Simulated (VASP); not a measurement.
All values below come from LDA (Ceperley-Alder, Perdew-Zunger), VASP's LDA PAW potentials (set 64) (plane waves; VASP 6.6.1).

The input files of a VASP run:

### INCAR
```
! general
SYSTEM   =  CoGa
PREC     =  Accurate
ENCUT    =  400
LREAL    =  F
LASPH    =  T

! electronic loop
EDIFF    =  1E-6
NELM     =  100
ALGO     =  Normal
LMAXMIX  =  4

! smearing
ISMEAR   =  1
SIGMA    =  0.1

! ions
IBRION   =  2
NSW      =  60
ISIF     =  3
EDIFFG   =  -0.01

! output
LWAVE    =  F
LCHARG   =  F
```

File POSCAR:
```
CoGa
1
    2.8800000000     0.0000000000     0.0000000000
    0.0000000000     2.8800000000     0.0000000000
    0.0000000000     0.0000000000     2.8800000000
Ga Co
1 1
Direct
  0.5000000000   0.5000000000   0.5000000000
  0.0000000000   0.0000000000   0.0000000000
```

KPOINTS:
```
Regular mesh
0
G
  11 11 11
```

POTCAR, in this order: Ga_d Co (LDA.64 set). Program: vasp_std.

What VASP printed:

OSZICAR:
```
       N       E                     dE             d eps       ncg     rms          rms(c)
DAV:   1     0.877297125961E+02    0.87730E+02   -0.92770E+03  1768   0.222E+03
DAV:   2    -0.904769534172E+01   -0.96777E+02   -0.94859E+02  1743   0.325E+02
DAV:   3    -0.134536911698E+02   -0.44060E+01   -0.43920E+01  1974   0.763E+01
DAV:   4    -0.135172325246E+02   -0.63541E-01   -0.63533E-01  2278   0.855E+00
DAV:   5    -0.135185112680E+02   -0.12787E-02   -0.12787E-02  2170   0.102E+00    0.970E+00
DAV:   6    -0.146716894683E+02   -0.11532E+01   -0.24083E+01  1895   0.663E+01    0.123E+01
DAV:   7    -0.124855362663E+02    0.21862E+01   -0.10077E+01  1757   0.488E+01    0.164E+00
DAV:   8    -0.124662032727E+02    0.19333E-01   -0.26462E-01  2024   0.530E+00    0.697E-01
DAV:   9    -0.124583221582E+02    0.78811E-02   -0.22620E-02  2336   0.231E+00    0.142E-01
DAV:  10    -0.124579320505E+02    0.39011E-03   -0.64157E-04  2178   0.371E-01    0.725E-02
DAV:  11    -0.124579035950E+02    0.28456E-04   -0.86394E-05  2291   0.161E-01    0.153E-02
DAV:  12    -0.124579030152E+02    0.57979E-06   -0.49228E-06  2001   0.384E-02
   1 F= -.12457903E+02 E0= -.12458007E+02  d E =-.124579E+02
       N       E                     dE             d eps       ncg     rms          rms(c)
DAV:   1    -0.189276534234E+02   -0.64697E+01   -0.81730E+01  1694   0.157E+02    0.202E+01
DAV:   2    -0.163166081077E+02    0.26110E+01   -0.50238E+01  1708   0.133E+02    0.136E+01
DAV:   3    -0.131213041024E+02    0.31953E+01   -0.21445E+01  1806   0.877E+01    0.602E+00
DAV:   4    -0.125187822202E+02    0.60252E+00   -0.14723E+00  2156   0.167E+01    0.231E+00
DAV:   5    -0.124393807216E+02    0.79401E-01   -0.10101E-01  2421   0.431E+00    0.659E-01
DAV:   6    -0.124332611498E+02    0.61196E-02   -0.21661E-02  2080   0.222E+00    0.120E-01
DAV:   7    -0.124331594230E+02    0.10173E-03   -0.10803E-03  2167   0.503E-01    0.481E-02
DAV:   8    -0.124331591172E+02    0.30582E-06   -0.28539E-05  2657   0.791E-02    0.668E-03
DAV:   9    -0.124331586009E+02    0.51630E-06   -0.23174E-06  1398   0.227E-02
   2 F= -.12433159E+02 E0= -.12433496E+02  d E =0.247444E-01
       N       E                     dE             d eps       ncg     rms          rms(c)
DAV:   1    -0.142805751762E+02   -0.18474E+01   -0.24250E+01  1694   0.107E+02    0.973E+00
DAV:   2    -0.140796199118E+02    0.20096E+00   -0.17882E+01  1730   0.623E+01    0.881E+00
DAV:   3    -0.127258721233E+02    0.13537E+01   -0.83375E+00  1789   0.416E+01    0.327E+00
DAV:   4    -0.125554910569E+02    0.17038E+00   -0.33881E-01  2167   0.974E+00    0.725E-01
DAV:   5    -0.125378344780E+02    0.17657E-01   -0.21236E-02  2368   0.264E+00    0.171E-01
DAV:   6    -0.125370138929E+02    0.82059E-03   -0.81949E-04  2225   0.408E-01    0.381E-02
DAV:   7    -0.125370129268E+02    0.96604E-06   -0.30496E-05  2664   0.827E-02    0.102E-02
DAV:   8    -0.125370133479E+02   -0.42104E-06   -0.25631E-06  1847   0.212E-02
   3 F= -.12537013E+02 E0= -.12537284E+02  d E =-.791103E-01
       N       E                     dE             d eps       ncg     rms          rms(c)
DAV:   1    -0.125376377094E+02   -0.62478E-03   -0.80241E-03  1694   0.177E+00    0.183E-01
DAV:   2    -0.125375295868E+02    0.10812E-03   -0.56148E-03  1715   0.117E+00    0.154E-01
DAV:   3    -0.125370982170E+02    0.43137E-03   -0.24692E-03  1765   0.784E-01    0.564E-02
DAV:   4    -0.125370404097E+02    0.57807E-04   -0.12139E-04  2219   0.175E-01    0.105E-02
DAV:   5    -0.125370348657E+02    0.55441E-05   -0.65278E-06  2115   0.450E-02    0.229E-03
DAV:   6    -0.125370347894E+02    0.76214E-07   -0.27539E-07   931   0.926E-03
   4 F= -.12537035E+02 E0= -.12537308E+02  d E =-.791318E-01
```

### OUTCAR
```
------------------------ aborting loop because EDIFF is reached ----------------------------------------
  FORCE on cell =-STRESS in cart. coord.  units (eV):
  Direction    XX          YY          ZZ          XY          YZ          ZX
  --------------------------------------------------------------------------------------
  Total        0.0104822      0.0104822      0.0104822      0.0000000      0.0000000     -0.0000000
  in kB        0.7572787      0.7572787      0.7572787      0.0000000      0.0000000     -0.0000000
  external PRESSURE =       0.7572787 kB  Pullay stress =       0.0000000 kB
  volume of cell :       22.18
      direct lattice vectors                 reciprocal lattice vectors
     2.809544445 -0.000000000 -0.000000000     0.355929589  0.000000000 -0.000000000
     0.000000000  2.809544445  0.000000000     0.000000000  0.355929589  0.000000000
     0.000000000 -0.000000000  2.809544445     0.000000000 -0.000000000  0.355929589
 POSITION                                       TOTAL-FORCE (eV/Angst)
 -----------------------------------------------------------------------------------
      1.40477      1.40477      1.40477        -0.000000      0.000000      0.000000
      0.00000      0.00000      0.00000         0.000000     -0.000000      0.000000
 -----------------------------------------------------------------------------------
    total drift:                               -0.000000      0.000000     -0.000000
  FREE ENERGIE OF THE ION-ELECTRON SYSTEM (eV)
  ---------------------------------------------------
  free  energy   TOTEN  =       -12.5370347894 eV

  energy  without entropy=      -12.5378539524  energy(sigma->0) =      -12.53730784

 reached required accuracy - stopping structural energy minimisation
```
(Selected blocks of OUTCAR.)

**CONTCAR**
```
CoGa
   1.00000000000000
     2.8095444445707347   -0.0000000000000000   -0.0000000000000000
     0.0000000000000000    2.8095444445707347    0.0000000000000000
     0.0000000000000000   -0.0000000000000000    2.8095444445707347
  Ga              Co
     1     1
Direct
     0.5000000000000000    0.5000000000000000    0.5000000000000000
     0.0000000000000000    0.0000000000000000    0.0000000000000000
```

Energy and stress use the plane-wave basis of the starting cell.

The compound is CoGa in the CsCl type structure. This run relaxes it. Symmetry was kept, so distortions that lower it aren't found. The run is not spin-polarised, so no magnetic state was tried.
